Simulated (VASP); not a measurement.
A convergence study with VASP on Au: one setting is varied, all else stays as given below, so the limit is that of these other settings.

```yaml
crystal:
  lattice:
    - [2.87634, 0.00000, 0.00000]
    - [-2.87634, 2.87634, 0.00000]
    - [0.00000, 0.00000, 20.10160]
  atoms:
    - { symbol: Au, position: [0.00000, 0.00000, 0.44941] }
    - { symbol: Au, position: [0.00000, 0.50000, 0.34823] }
    - { symbol: Au, position: [0.00000, 0.00000, 0.65177] }
    - { symbol: Au, position: [0.00000, 0.50000, 0.55059] }
```

These are PBEsol GGA, VASP's PBE PAW potentials (set 64) (plane waves; VASP 6.6.1) values and carry that method's errors. The tightest run used: 300 eV cut-off, 41×41×1 Γ-centred mesh, Fermi-Dirac smearing of 0.10 eV, potentials Au.

Question: The settings run are 3×3×1 mesh; 4×4×1 mesh; 5×5×1 mesh; 6×6×1 mesh; 7×7×1 mesh; 9×9×1 mesh; 10×10×1 mesh; 12×12×1 mesh; 14×14×1 mesh; 16×16×1 mesh; 19×19×1 mesh; 22×22×1 mesh; 26×26×1 mesh; 30×30×1 mesh; 35×35×1 mesh; 41×41×1 mesh. From which on does the largest force stay within 0.02 eV/Å of the tightest run?

Answer: From 7×7×1 mesh on: it is off by 0.012 there and by no more than 0.02 in any finer run, while 6×6×1 mesh is off by 0.043.
```tsv
setting	E (eV/atom)	largest force (eV/Å)	irreducible k-points	difference judged (eV/Å)
3×3×1 mesh	-3.6956	0.425	3	0.294
4×4×1 mesh	-3.5503	0.132	6	0.000
5×5×1 mesh	-3.6177	0.225	6	0.093
6×6×1 mesh	-3.6002	0.174	10	0.043
7×7×1 mesh	-3.6275	0.143	10	0.012
9×9×1 mesh	-3.6223	0.126	15	0.005
10×10×1 mesh	-3.6224	0.136	21	0.005
12×12×1 mesh	-3.6248	0.129	28	0.002
14×14×1 mesh	-3.6238	0.129	36	0.002
16×16×1 mesh	-3.6241	0.125	45	0.007
19×19×1 mesh	-3.6250	0.129	55	0.003
22×22×1 mesh	-3.6243	0.129	78	0.002
26×26×1 mesh	-3.6243	0.132	105	0.000
30×30×1 mesh	-3.6245	0.131	136	0.000
35×35×1 mesh	-3.6246	0.132	171	0.000
41×41×1 mesh	-3.6246	0.132	231	0.000
```

Left out are rungs that failed or repeat a setting and relaxations that didn't move; long series are thinned to 24 rows.

The cell is a sheet or thin cut with vacuum, built from a generated structure.
